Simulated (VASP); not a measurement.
VASP input:

KPOINTS:
```
Automatic mesh
0
Gamma
11 11 10
0 0 0
```

### POSCAR
```
WC
1
    1.4841000000    -2.5705370000     0.0000000000
    1.4841000000     2.5705370000     0.0000000000
    0.0000000000     0.0000000000     2.8968000000
W C
1 2
Direct
  0.0000000000   0.0000000000   0.0000000000
  0.3333330000   0.6666670000   0.5000000000
  0.3533330000   0.6866670000   0.5200000000
```

### INCAR
```
SYSTEM = WC
PREC = Accurate
ENCUT = 520
EDIFF = 1E-6
NELM = 40
ALGO = Normal
LREAL = .FALSE.
LASPH = .TRUE.
ISMEAR = 1
SIGMA = 0.1
GGA = PE
LMAXMIX = 6
LWAVE = .FALSE.
LCHARG = .FALSE.
ISIF = 2
```

POTCAR, in this order: W_sv C (PBE.64 set). Program: vasp_std.

Output

**standard output**
```
 POSCAR found type information on POSCAR W C
 POSCAR found :  2 types and       3 ions
 Reading from existing POTCAR
 Reading from existing POTCAR
 LDA part: xc-table for (Slater+PW92), standard interpolation

 -----------------------------------------------------------------------------
|                                                                             |
|           W    W    AA    RRRRR   N    N  II  N    N   GGGG   !!!           |
|           W    W   A  A   R    R  NN   N  II  NN   N  G    G  !!!           |
|           W    W  A    A  R    R  N N  N  II  N N  N  G       !!!           |
|           W WW W  AAAAAA  RRRRR   N  N N  II  N  N N  G  GGG   !            |
|           WW  WW  A    A  R   R   N   NN  II  N   NN  G    G                |
|           W    W  A    A  R    R  N    N  II  N    N   GGGG   !!!           |
|                                                                             |
|     The distance between some ions is very small. Please check the          |
|     nearest-neighbor list in the OUTCAR file.                               |
|     I HOPE YOU KNOW WHAT YOU ARE DOING!                                     |
|                                                                             |
 -----------------------------------------------------------------------------

 POSCAR, INCAR and KPOINTS ok, starting setup
 WAVECAR not read
 entering main loop
       N       E                     dE             d eps       ncg     rms          rms(c)
DAV:   1     0.248546638408E+04    0.24855E+04   -0.13910E+04 18344   0.167E+03
DAV:   2     0.227623515327E+04   -0.20923E+03   -0.20702E+03 20987   0.489E+02
DAV:   3     0.226857399327E+04   -0.76612E+01   -0.75655E+01 21799   0.879E+01
DAV:   4     0.226849836745E+04   -0.75626E-01   -0.75588E-01 21484   0.104E+01
DAV:   5     0.226849723907E+04   -0.11284E-02   -0.11284E-02 22058   0.114E+00    0.238E+02
DAV:   6     0.232090931194E+04    0.52412E+02   -0.82011E+01 18754   0.938E+01    0.973E+01
DAV:   7     0.232692709042E+04    0.60178E+01   -0.38354E+01 18690   0.576E+01    0.171E+01
DAV:   8     0.232729259877E+04    0.36551E+00   -0.18996E+00 19751   0.142E+01    0.888E+00
DAV:   9     0.232728557026E+04   -0.70285E-02   -0.91309E-02 18285   0.269E+00    0.497E+00
DAV:  10     0.232728871465E+04    0.31444E-02   -0.18918E-02 21834   0.150E+00    0.278E-01
DAV:  11     0.232729009611E+04    0.13815E-02   -0.35043E-03 22874   0.572E-01    0.430E-01
DAV:  12     0.232729010979E+04    0.13681E-04   -0.25319E-04 18390   0.150E-01    0.623E-02
DAV:  13     0.232729012633E+04    0.16533E-04   -0.81602E-05 20981   0.841E-02    0.257E-02
DAV:  14     0.232729012637E+04    0.42579E-07   -0.32514E-06 17915   0.179E-02
   1 F= 0.23272901E+04 E0= 0.23272898E+04  d E =0.857388E-03
```

**OUTCAR**
```
------------------------ aborting loop because EDIFF is reached ----------------------------------------
  FORCE on cell =-STRESS in cart. coord.  units (eV):
  Direction    XX          YY          ZZ          XY          YZ          ZX
  --------------------------------------------------------------------------------------
  Total     1434.1478325     15.5581227   1374.7025780     -0.3693159      0.0067440   1384.4027768
  in kB   103960.6464283   1127.8003954  99651.4901861    -26.7715192      0.4888695 100354.6526625
  external PRESSURE =   68246.6456700 kB  Pullay stress =       0.0000000 kB
  volume of cell :       22.10
      direct lattice vectors                 reciprocal lattice vectors
     1.484100000 -2.570537000  0.000000000     0.336904521 -0.194511886  0.000000000
     1.484100000  2.570537000  0.000000000     0.336904521  0.194511886  0.000000000
     0.000000000  0.000000000  2.896800000     0.000000000  0.000000000  0.345208506
 POSITION                                       TOTAL-FORCE (eV/Angst)
 -----------------------------------------------------------------------------------
      0.00000      0.00000      0.00000         0.069599      0.029196      0.560773
      1.48410      0.85685      1.44840    -23898.087729      0.035811 -23323.853500
      1.54346      0.85685      1.50634     23898.018130     -0.065006  23323.292727
 -----------------------------------------------------------------------------------
    total drift:                               -0.000120     -0.000040     -0.000033
  FREE ENERGIE OF THE ION-ELECTRON SYSTEM (eV)
  ---------------------------------------------------
  free  energy   TOTEN  =      2327.2901263695 eV

  energy  without entropy=     2327.2892689813  energy(sigma->0) =     2327.28984057
```
(Selected blocks of OUTCAR.)

**Question.** Read input and log: which fault does this run have?
A) NBANDS is too small to hold all electrons
B) LDA potentials were taken and GGA is not set, so the run is LDA and not PBE
C) one atom is typed twice, on or next to the same site
D) ICHARG = 11 asks for a fixed density, but there is no CHGCAR

**Answer.** C, one atom is typed twice, on or next to the same site. The run ends without an error.

To mend it, correct POSCAR.
File POSCAR:
```
WC
1
    1.4841000000    -2.5705370000     0.0000000000
    1.4841000000     2.5705370000     0.0000000000
    0.0000000000     0.0000000000     2.8968000000
W C
1 1
Direct
  0.0000000000   0.0000000000   0.0000000000
  0.3333330000   0.6666670000   0.5000000000
```
The mended run (PBE GGA, plane waves, VASP's PBE PAW potentials (set 64)) converges, and its OSZICAR ends with
```
   1 F= -.22399095E+02 E0= -.22399188E+02  d E =0.279002E-03
```
